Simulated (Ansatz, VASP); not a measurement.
## Two plane-wave programs on NiMoIrPdW

INCAR

```
PREC = Accurate
ENCUT = 520
EDIFF = 1E-7
ISMEAR = -1
SIGMA = 0.05
LREAL = False
LASPH = True
NELM = 150
ALGO = Normal
ISIF = 2
LWAVE = False
LCHARG = False
ISPIN = 2
MAGMOM = 1 1 0 0.6 0
LORBIT = 11
LMAXMIX = 4
GGA = PE
NBANDS = 40
KPAR = 4
```

The input KPOINTS:

```
Automatic mesh
0
Gamma
  7 7 5
```

Contents of POSCAR:

```
NiMoIrPdW
1.0
    4.2012680998      0.0000000000      0.0000000000
   -2.1006340499      3.6384073930      0.0000000000
    0.0000000000      0.0000000000      5.4875651473
Ni Mo Pd Ir W
1 1 1 1 1
Direct
    0.0000000000      0.0000000000      0.0222100000
    0.6666700000      0.3333300000      0.4599600000
    0.3333300000      0.6666700000      0.7460100000
    0.3333300000      0.6666700000      0.2564100000
    0.6666700000      0.3333300000      0.9998500000
```

The input input.yaml:

```yaml
crystal:
  lattice:
    - [4.2012680998, 0.0, 0.0]
    - [-2.1006340499, 3.638407393, 0.0]
    - [0.0, 0.0, 5.4875651473]
  atoms:
    - { symbol: Ni, position: [0.0, 0.0, 0.02221], spin: 1.0 }
    - { symbol: Mo, position: [0.66667, 0.33333, 0.45996], spin: 1.0 }
    - { symbol: Pd, position: [0.33333, 0.66667, 0.74601] }
    - { symbol: Ir, position: [0.33333, 0.66667, 0.25641], spin: 0.6 }
    - { symbol: W, position: [0.66667, 0.33333, 0.99985] }
hamiltonian:
  xc: pbe
  pseudopotentials: { kind: paw }
magnetization:
  spin_polarized: true
kpoints:
  mp_grid: { grid: [7, 7, 5] }
scf:
  occupations: { method: fermi_dirac, width: 0.05 }
output:
  forces: true
  stress: true
  eigenvalues: true
```

Change from the starting cell: volume scaled by 1.04.

Alike in both runs: task single point; functional PBE; k mesh 7 × 7 × 5; occupations fermi-dirac, width 0.05 eV; collinear spin, ferromagnetic start.

```csv
,VASP,Ansatz
version,VASP 6.6.1,Ansatz 0.2.0
potentials or method,"VASP PAW PBE potentials, release 64 (Ni, Mo_sv, Pd, Ir, W_sv)",Ansatz PAW
plane-wave cutoff (eV),520,420
valence electrons in the cell,57,81
```

|  | VASP | Ansatz | Ansatz less VASP |
| --- | --- | --- | --- |
| gap on the k mesh at the Fermi level (eV) | none | none | - |
| pressure (GPa) | -7.9 | -8.1 | -0.16 |
| largest component of the traceless stress (GPa) | 0.28 | 0.25 | -0.036 |
| rms of the force components (eV/Å) | 0.096 | 0.105 | +0.0089 |
| net moment per atom (μB) | 0.00 | 0.00 | 0.000 |

Atom by atom the forces differ by 0.009 eV/Å (rms over components). A gap of «none» marks a metal or a gap that the smearing closes. With one functional, cell and mesh, what is left measures potentials, basis and numerics. The two sets of potentials don't hold the same shells in valence.

Caveats: the starting moments weren't kept (Ansatz). The runs have no spin-orbit coupling, so splittings on Ir, W are missing.
